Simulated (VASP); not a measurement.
# Cd2CuO3 (P6/mmm) in VASP: notebook, part 2 of 2

VASP 6.6.1. The steps go on from the part before.

## Step 5: Relaxation of cell and atoms, PBE

This run uses another cell than the first one, of 17.91 Å³/atom, 1.204 times its volume.

INCAR reads:

```
PREC     = Normal         # precision mode
ENCUT    = 520            # plane-wave cutoff, eV
EDIFF    = 1E-4           # SCF threshold, eV
ISMEAR   = 0              # smearing method
SIGMA    = 0.15           # smearing width, eV
LREAL    = False          # projectors in reciprocal space
LASPH    = True           # aspherical terms in the spheres
NELM     = 60             # most SCF steps
ALGO     = Fast           # electronic algorithm
ISIF     = 3              # what is computed and relaxed
LWAVE    = False          # write WAVECAR
LCHARG   = False          # write CHGCAR
GGA      = PE             # functional
IBRION   = 2              # ionic algorithm
NSW      = 24             # ionic steps
EDIFFG   = -0.08          # ionic threshold
```

KPOINTS reads:

```
Automatic mesh
0
Gamma
  4 4 2
```

POSCAR reads:

```
Cd2CuO3
1.0
    4.2122670800      0.0000000000      0.0000000000
   -2.1061335400      3.6479303000      0.0000000000
    0.0000000000      0.0000000000      6.9915158200
Cd Cu O
2 1 3
Direct
    0.3333333300      0.6666666700      0.0000000000
    0.6666666700      0.3333333300      0.0000000000
    0.0000000000      0.0000000000      0.5000000000
    0.5000000000      0.0000000000      0.5000000000
    0.0000000000      0.5000000000      0.5000000000
    0.5000000000      0.5000000000      0.5000000000
```

Potentials or basis: VASP PAW PBE potentials, release 64 (Cd, Cu, O).

On the command line:

```console
cat potpaw_PBE.64/Cd/POTCAR potpaw_PBE.64/Cu/POTCAR potpaw_PBE.64/O/POTCAR > POTCAR
mpirun -np 1 vasp_std > vasp.out
```

OUTCAR:

```text
PREC = Normal
   ENCUT = 520
   EDIFF = 1E-4
   ISMEAR = 0
   LREAL = False
   LASPH = True
   NELM = 60
   ISIF = 3
   GGA = PE
   IBRION = 2
   NSW = 24
   EDIFFG = -0.08

 ion  position               nearest neighbor table
   1  0.333  0.667  0.000-   2 2.43   2 2.43   2 2.43
   2  0.667  0.333  0.000-   1 2.43   1 2.43   1 2.43
   3  0.000  0.000  0.500-   4 2.11   4 2.11   6 2.11   5 2.11   5 2.11   6 2.11
   4  0.500  0.000  0.500-   3 2.11   3 2.11
   5  0.000  0.500  0.500-   3 2.11   3 2.11
   6  0.500  0.500  0.500-   3 2.11   3 2.11

  LATTYP: Found a hexagonal cell.
 ALAT       =     4.2122670800
 C/A-ratio  =     1.6597987941

  Lattice vectors:

 A1 = (   4.2122670800,   0.0000000000,   0.0000000000)
 A2 = (  -2.1061335400,   3.6479303000,   0.0000000000)
[... 178 lines left out ...]
  Total        7.4832809      7.4832809     -3.4333014      0.0000000     -0.0000000      0.0000000
  in kB      111.6011970    111.6011970    -51.2022132      0.0000000     -0.0000000      0.0000000
  external PRESSURE =      57.3333936 kB  Pullay stress =       0.0000000 kB
[... 662 lines left out ...]
     30       9.2172      0.00000
     31       9.8313      0.00000

[... ionic steps 4 to 18 ...]

--------------------------------------- Ionic step       19  -------------------------------------------

 number of electron      53.0000010 magnetization

------------------------ aborting loop because EDIFF is reached ----------------------------------------
[... 75 lines left out ...]
--------------------------------------- Ionic step       21  -------------------------------------------

 number of electron      53.0000010 magnetization

 Free energy of the ion-electron system (eV)
  ---------------------------------------------------
  ext. energy  EPLUGINS =         0.00000000
  ---------------------------------------------------
  free energy    TOTEN  =       -20.20407802 eV

  energy without entropy =      -20.15680635  energy(sigma->0) =      -20.18044219

 E-fermi :   2.5411     XC(G=0): -11.1210

 val. band max:        2.4221123454   @ k =   0.5000   0.0000   0.5000
 cond. band min:       2.5664248235   @ k =   0.2500   0.2500   0.5000
 fundamental gap:      0.1443124780
 Fermi energy:         2.5411143281
[... 303 lines left out ...]
  FREE ENERGIE OF THE ION-ELECTRON SYSTEM (eV)
  ---------------------------------------------------
  free  energy   TOTEN  =       -20.2040780229 eV

  energy  without entropy=      -20.1568063540  energy(sigma->0) =      -20.18044219

 reached required accuracy - stopping structural energy minimisation
```

OSZICAR:

```text
N       E                     dE             d eps       ncg     rms          rms(c)
DAV:   1     0.553500615340E+03    0.55350E+03   -0.26244E+04   496   0.184E+03
DAV:   2     0.485918719529E+02   -0.50491E+03   -0.48699E+03   568   0.470E+02
DAV:   3    -0.199942361850E+02   -0.68586E+02   -0.65990E+02   641   0.161E+02
[... 323 lines left out ...]
RMM:   5    -0.202064141570E+02    0.47290E-01   -0.51906E-02   575   0.148E+00    0.547E-01
RMM:   6    -0.202050123583E+02    0.14018E-02   -0.76196E-03   540   0.594E-01    0.281E-01
RMM:   7    -0.202047354647E+02    0.27689E-03   -0.11843E-02   569   0.605E-01    0.202E-01
RMM:   8    -0.202040482519E+02    0.68721E-03   -0.12285E-03   410   0.250E-01    0.425E-02
RMM:   9    -0.202040780229E+02   -0.29771E-04   -0.48963E-04   363   0.132E-01
  21 F= -.20204078E+02 E0= -.20180442E+02  d E =-.733042E-01
```

It took 5.4 min on 1 thread of Intel Xeon Platinum 8259CL at 2.50GHz (Skylake/Cascade Lake), shared host; peak memory 0.18 GiB.

Results:

```yaml
Free_energy: -20.2041 eV
Relaxed_volume: 13.43 Å³/atom
Relaxed_cell: a = 5.230 Å, b = 5.230 Å, c = 3.402 Å, α = 90.00°, β = 90.00°, γ = 120.00°
Space_group_after_relaxing_to_0.05_Å: P6/mmm (No. 191)
Energy_gained_by_relaxing: 845.3 meV/atom
Ionic_steps: 21
Pressure_after_relaxing: 0.5 GPa
Band_gap_on_the_k_mesh: none (metal or under the smearing width)
```

The path:
| step | energy change (eV) | largest force (eV/Å) | pressure (GPa) | volume (Å³) |
| --- | --- | --- | --- | --- |
| 1 | 0.0000 | 0.0000 | 5.73 | 107.43 |
| 2 | -0.3850 | 0.0000 | -4.41 | 117.42 |
| 3 | -0.3936 | 0.0000 | -2.86 | 115.84 |
| 4 | -0.5718 | 0.0000 | -2.39 | 111.85 |
| 5 | -1.1130 | 0.0000 | -1.85 | 99.67 |
| 6 | 54.4131 | 0.0000 | 23.85 | 74.32 |
| 7 | 6.9191 | 0.0000 | 25.31 | 74.12 |
| 8 | -2.3466 | 0.0000 | 16.55 | 73.53 |
| 9 | -2.9694 | 0.0000 | 18.12 | 72.31 |
| 10 | -3.0942 | 0.0000 | 24.31 | 69.78 |
| 11 | -3.1059 | 0.0000 | 28.20 | 68.67 |
| 12 | -3.0558 | 0.0000 | 36.77 | 66.40 |
| 13 | -3.1059 | 0.0000 | 32.00 | 67.71 |
| 14 | -3.2626 | 0.0000 | 29.63 | 68.16 |
| 15 | -3.6928 | 0.0000 | 24.42 | 69.50 |
| 16 | -4.3584 | 0.0000 | 18.61 | 72.13 |
| 17 | -4.9776 | 0.0000 | 7.97 | 77.14 |
| 18 | -4.9971 | 0.0000 | 4.82 | 78.48 |
| 19 | -4.9984 | 0.0000 | 5.27 | 78.29 |
| 20 | -5.0294 | 0.0000 | 4.54 | 78.87 |
| 21 | -5.0717 | 0.0000 | 0.50 | 80.60 |

Final structure:
```
CELL_PARAMETERS angstrom
5.23050 0.00000 0.00000
-2.61525 4.52974 0.00000
0.00000 0.00000 3.40193
ATOMIC_POSITIONS crystal
Cd 0.33333 0.66667 0.00000
Cd 0.66667 0.33333 0.00000
Cu 0.00000 0.00000 0.50000
O 0.50000 0.00000 0.50000
O 0.00000 0.50000 0.50000
O 0.50000 0.50000 0.50000
```

Levels at points of the mesh, in eV from the Fermi level:
```
           k point  band 24  band 25  band 26  band 27  band 28  band 29
(0.00, 0.00, 0.00)    -0.61    -0.54    -0.54    -0.35    -0.35     2.89
(0.50, 0.00, 0.00)    -0.99    -0.87    -0.51     0.08     1.78     2.02
(0.00, 0.00, 0.50)    -1.07    -0.51     0.16     0.16     2.28     2.82
(0.50, 0.00, 0.50)    -1.08    -0.82    -0.12     0.17     2.22     4.28
```

Caveat: the k mesh is coarse (spacing up to 0.45 Å⁻¹), so the values aren't converged; the volume moved by over 15 % at a fixed basis, so the end points are rough; an odd number of electrons without spin polarisation forces a metal; a magnetic or distorted state may lie lower; the run has no spin polarisation, though such a crystal can be magnetic; semilocal functionals often make such compounds metallic where correlation or magnetic order opens a gap, which also shifts bond lengths; the relaxation stopped at a loose force limit of 0.08 eV/Å, so its end isn't a converged minimum. With open d or f shells a metallic result of PBE can be an artefact of self-interaction; +U or a hybrid may open a gap.

## Step 6: Relaxation of cell and atoms, PBE

This run uses another cell than the first one, of 12.63 Å³/atom, 0.849 times its volume.

INCAR is that of step 5.

KPOINTS reads:

```
Automatic mesh
0
Gamma
  4 4 3
```

POSCAR reads:

```
Cd2CuO3
1.0
    3.5716134400      0.0000000000      0.0000000000
    0.0000000000      3.5716134400      0.0000000000
    0.0000000000      0.0000000000      5.9411503500
Cd Cu O
2 1 3
Direct
    0.5000000000      0.0000000000      0.2671410100
    0.0000000000      0.5000000000      0.7328589900
    0.5000000000      0.5000000000      0.0000000000
    0.0000000000      0.0000000000      0.0000000000
    0.5000000000      0.0000000000      0.6756250300
    0.0000000000      0.5000000000      0.3243749700
```

Potentials or basis: VASP PAW PBE potentials, release 64 (Cd, Cu, O).

On the command line:

```console
cat potpaw_PBE.64/Cd/POTCAR potpaw_PBE.64/Cu/POTCAR potpaw_PBE.64/O/POTCAR > POTCAR
mpirun -np 1 vasp_std > vasp.out
```

OUTCAR:

```text
PREC = Normal
   ENCUT = 520
   EDIFF = 1E-4
   ISMEAR = 0
   LREAL = False
   LASPH = True
   NELM = 60
   ISIF = 3
   GGA = PE
   IBRION = 2
   NSW = 24
   EDIFFG = -0.08

 ion  position               nearest neighbor table
   1  0.500  0.000  0.267-   3 2.39   4 2.39   3 2.39   4 2.39   5 2.43   6 2.55   6 2.55   6 2.55
                             6 2.55   2 3.75   2 3.75   2 3.75   2 3.75
   2  0.000  0.500  0.733-   3 2.39   4 2.39   4 2.39   3 2.39   6 2.43   5 2.55   5 2.55   5 2.55
                             5 2.55   1 3.75   1 3.75   1 3.75   1 3.75
   3  0.500  0.500  0.000-   1 2.39   2 2.39   1 2.39   2 2.39
   4  0.000  0.000  0.000-   1 2.39   2 2.39   2 2.39   1 2.39
   5  0.500  0.000  0.676-   1 2.43   2 2.55   2 2.55   2 2.55   2 2.55
   6  0.000  0.500  0.324-   2 2.43   1 2.55   1 2.55   1 2.55   1 2.55

  LATTYP: Found a simple tetragonal cell.
 ALAT       =     3.5716134400
 C/A-ratio  =     1.6634359932

  Lattice vectors:

 A1 = (   3.5716134400,   0.0000000000,   0.0000000000)
 A2 = (   0.0000000000,   3.5716134400,   0.0000000000)
 A3 = (   0.0000000000,   0.0000000000,   5.9411503500)

Analysis of symmetry for initial positions (statically):
=====================================================================
 Subroutine PRICEL returns:
 Original cell was already a primitive cell.

 Routine SETGRP: Setting up the symmetry group for a
 simple tetragonal supercell.

 Subroutine GETGRP returns: Found  8 space group operations
 (whereof  8 operations were pure point group operations)
 out of a pool of 16 trial point group operations.

The static configuration has the point symmetry D_2d.

Analysis of symmetry for dynamics (positions and initial velocities):
=====================================================================
 Subroutine PRICEL returns:
 Original cell was already a primitive cell.

 Routine SETGRP: Setting up the symmetry group for a
 simple tetragonal supercell.

 Subroutine GETGRP returns: Found  8 space group operations
 (whereof  8 operations were pure point group operations)
 out of a pool of 16 trial point group operations.

The dynamic configuration has the point symmetry D_2d.
[... 120 lines left out ...]
   LHFCALC =     F    Hartree Fock is set to
   AEXX    =    0.0000 exact exchange contribution
   IVDW    =     0    specifies the selected vdW correction
   LEPSILON=     F    determine dielectric tensor
   LRPA    =     F    only Hartree local field effects (RPA)
 conjugate gradient relaxation of ions
 non-spin polarized calculation
 RMM-DIIS sequential band-by-band and
 Gauss-broadening in eV      SIGMA  =   0.15
  energy-cutoff  :      520.00
  volume of cell :       75.79
 maximum number of plane-waves:      2054
   NGX = 13   NGY = 13   NGZ = 23

--------------------------------------- Ionic step        1  -------------------------------------------

 number of electron      52.9999994 magnetization

 Free energy of the ion-electron system (eV)
  ---------------------------------------------------
  ext. energy  EPLUGINS =         0.00000000
  ---------------------------------------------------
  free energy    TOTEN  =       -20.29312966 eV

  energy without entropy =      -20.19967345  energy(sigma->0) =      -20.24640156

------------------------ aborting loop because EDIFF is reached ----------------------------------------

  FORCE on cell =-STRESS in cart. coord.  units (eV):
  Direction    XX          YY          ZZ          XY          YZ          ZX
  --------------------------------------------------------------------------------------
  -------------------------------------------------------------------------------------
  Total       -1.0926142     -1.0926142      5.9764113      0.0000000      0.0000000      0.0000000
  in kB      -23.0981907    -23.0981907    126.3431258      0.0000000      0.0000000      0.0000000
  external PRESSURE =      26.7155815 kB  Pullay stress =       0.0000000 kB
[... 101 lines left out ...]
  FREE ENERGIE OF THE ION-ELECTRON SYSTEM (eV)
  ---------------------------------------------------
  free  energy   TOTEN  =       -21.8013297593 eV

  energy  without entropy=      -21.7233074690  energy(sigma->0) =      -21.76231861

[... ionic steps 4 to 13 ...]

--------------------------------------- Ionic step       14  -------------------------------------------

 number of electron      53.0000102 magnetization

------------------------ aborting loop because EDIFF is reached ----------------------------------------
[... 75 lines left out ...]
--------------------------------------- Ionic step       16  -------------------------------------------

 number of electron      53.0000146 magnetization

 Free energy of the ion-electron system (eV)
  ---------------------------------------------------
  ext. energy  EPLUGINS =         0.00000000
  ---------------------------------------------------
  free energy    TOTEN  =       -23.16245584 eV

  energy without entropy =      -23.12781323  energy(sigma->0) =      -23.14513453

 E-fermi :   2.6795     XC(G=0): -11.6881

 val. band max:        2.5694707678   @ k =   0.0000   0.0000   0.0000
 cond. band min:       2.7420609836   @ k =   0.2500   0.0000   0.3333
 fundamental gap:      0.1725902158
 Fermi energy:         2.6794707664

 k-point     1 :       0.0000    0.0000    0.0000
  band No.  band energies     occupation
      1     -15.1050      2.00000
      2     -14.5736      2.00000
      3     -14.3027      2.00000
      4      -4.8865      2.00000
      5      -4.7591      2.00000
      6      -4.5885      2.00000
[... 430 lines left out ...]
  FREE ENERGIE OF THE ION-ELECTRON SYSTEM (eV)
  ---------------------------------------------------
  free  energy   TOTEN  =       -23.1624558379 eV

  energy  without entropy=      -23.1278132302  energy(sigma->0) =      -23.14513453

 reached required accuracy - stopping structural energy minimisation
```

OSZICAR:

```text
N       E                     dE             d eps       ncg     rms          rms(c)
DAV:   1     0.533986063382E+03    0.53399E+03   -0.26943E+04   744   0.207E+03
DAV:   2     0.308090826358E+02   -0.50318E+03   -0.48856E+03   800   0.498E+02
DAV:   3    -0.262248801582E+02   -0.57034E+02   -0.55212E+02   905   0.162E+02
[... 192 lines left out ...]
DAV:   1    -0.231629735492E+02   -0.94050E-03   -0.42743E-01   744   0.425E+00    0.264E-01
RMM:   2    -0.231638087986E+02   -0.83525E-03   -0.84180E-03   813   0.105E+00    0.441E-01
RMM:   3    -0.231625735942E+02    0.12352E-02   -0.27114E-03   731   0.590E-01    0.139E-01
RMM:   4    -0.231624671567E+02    0.10644E-03   -0.79851E-04   593   0.224E-01    0.728E-02
RMM:   5    -0.231624558379E+02    0.11319E-04   -0.94206E-05   393   0.107E-01
  16 F= -.23162456E+02 E0= -.23145135E+02  d E =-.166455E+00
```

Wall time 3.5 min (1 thread of Intel Xeon Platinum 8259CL at 2.50GHz (Skylake/Cascade Lake), shared host); peak memory 0.16 GiB.

Results:

```
Free energy                            : -23.1625 eV
Relaxed volume                         : 12.29 Å³/atom
Relaxed cell                           : a = 3.146 Å, b = 3.146 Å, c = 7.450 Å, α = 90.00°, β = 90.00°, γ = 90.00°
Space group after relaxing (to 0.05 Å) : P-4m2 (No. 115)
Energy gained by relaxing              : 478.2 meV/atom
Ionic steps                            : 16
Pressure after relaxing                : -0.3 GPa
Largest force after relaxing           : 0.071 eV/Å
Band gap on the k mesh                 : none (metal or under the smearing width)
```

Forces on the atoms (eV/Å):
```
Cd   0.000  0.000  0.003
Cd   0.000  0.000 -0.003
Cu   0.000  0.000  0.000
O    0.000  0.000  0.000
O    0.000  0.000 -0.071
O    0.000  0.000  0.071
```

The path:
```tsv
step	energy change (eV)	largest force (eV/Å)	pressure (GPa)	volume (Å³)
1	0.0000	3.3159	2.67	75.79
2	-1.0696	1.4397	-5.80	78.04
3	-1.5082	0.3241	-8.74	79.95
4	-1.2214	2.7179	-5.64	83.51
5	-1.5605	0.8627	-8.94	81.16
6	-2.2606	1.6712	0.74	74.67
7	-2.3046	2.0338	6.00	72.40
8	-2.5674	0.9574	4.52	73.53
9	-2.5964	1.1161	5.20	73.32
10	-2.6993	0.5745	-4.66	77.30
11	-2.7029	0.6695	-2.85	76.59
12	-2.7912	0.4730	-1.58	75.62
13	-2.8493	0.2484	-0.87	74.64
14	-2.8458	0.3209	1.83	72.68
15	-2.8689	0.0852	0.31	73.81
16	-2.8693	0.0707	-0.30	73.72
```

Final structure:
```
CELL_PARAMETERS angstrom
3.14572 0.00000 0.00000
0.00000 3.14572 0.00000
0.00000 0.00000 7.45000
ATOMIC_POSITIONS crystal
Cd 0.50000 0.00000 0.32115
Cd 0.00000 0.50000 0.67885
Cu 0.50000 0.50000 0.00000
O 0.00000 0.00000 0.00000
O 0.50000 0.00000 0.64846
O 0.00000 0.50000 0.35154
```

Levels at points of the mesh, in eV from the Fermi level:
| k point | band 23 | band 24 | band 25 | band 26 | band 27 | band 28 | band 29 | band 30 | band 31 |
| --- | --- | --- | --- | --- | --- | --- | --- | --- | --- |
| (0.00, 0.00, 0.00) | -1.57 | -1.48 | -1.32 | -1.32 | -0.77 | -0.11 | 3.30 | 4.18 | 7.89 |
| (0.50, 0.00, 0.00) | -0.45 | -0.39 | 0.08 | 0.12 | 0.94 | 3.55 | 5.18 | 5.26 | 6.84 |
| (0.50, 0.50, 0.00) | -1.27 | -1.27 | -1.17 | -1.16 | -0.99 | 3.96 | 4.64 | 4.64 | 7.44 |

Caveat: the k mesh is coarse (spacing up to 0.44 Å⁻¹), so the values aren't converged; an odd number of electrons without spin polarisation forces a metal; a magnetic or distorted state may lie lower; the run has no spin polarisation, though such a crystal can be magnetic; semilocal functionals often make such compounds metallic where correlation or magnetic order opens a gap, which also shifts bond lengths; the relaxation stopped at a loose force limit of 0.08 eV/Å, so its end isn't a converged minimum. With open d or f shells a metallic result of PBE can be an artefact of self-interaction; +U or a hybrid may open a gap.

## Step 7: Summary

```tsv
k mesh	gap on the mesh (eV)	pressure (GPa)	relaxed volume (Å³/atom)	largest force (eV/Å)
3 × 3 × 4	none	0.0	14.70	-
4 × 4 × 2	none	0.5	13.43	-
5 × 5 × 2	none	-0.5	-	0.02
4 × 4 × 3	none	-0.3	12.29	0.07
```

Alike in all rows: task relaxation of cell and atoms; level PBE; potentials or basis VASP PAW PBE potentials, release 64 (Cd, Cu, O); no spin polarisation; cell relaxed; cutoff (eV) 520; smearing gaussian 0.15 eV; the mesh is coarse, so values aren't converged.

Caveats: all runs use coarse meshes; an odd number of electrons without spin polarisation forces a metal; a magnetic or distorted state may lie lower; the run has no spin polarisation, though such a crystal can be magnetic; semilocal functionals often make such compounds metallic where correlation or magnetic order opens a gap, which also shifts bond lengths; the relaxation stopped at a loose force limit of 0.08 eV/Å, so its end isn't a converged minimum; the volume moved by over 15 % at a fixed basis, so the end points are rough (some runs).

Absolute energies hang on the potentials; compare differences alone.
